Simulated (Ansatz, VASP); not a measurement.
Si: VASP beside Ansatz

```
Si
1.0
    -1.68473    1.68473    1.34396
     1.68473   -1.68473    1.34396
     1.68473    1.68473   -1.34396
Si
1
Direct
  0.00000 0.00000 0.00000
```

Change from the starting cell: strain +0.030 along x and y, +0.030 along z, atoms carried along.

Alike in both runs: task single point; functional LDA; k mesh 28 × 28 × 28; occupations gaussian, width 0.15 eV; no spin polarisation.

|  | VASP | Ansatz |
| --- | --- | --- |
| version | VASP 6.6.1 | Ansatz 0.2.0 |
| potentials or method | VASP PAW LDA potentials, release 64 (Si) | scalar-relativistic, plane waves, PAW |
| plane-wave cutoff (eV) | 520 | 420 |
| valence electrons in the cell | 4 | 4 |

|  | VASP | Ansatz | Ansatz less VASP |
| --- | --- | --- | --- |
| gap on the k mesh at the Fermi level (eV) | none | none | - |
| pressure (GPa) | -7.1 | -7.1 | -0.04 |
| largest component of the traceless stress (GPa) | 0.21 | 0.21 | 0.000 |

A gap of «none» marks a metal or a gap that the smearing closes.
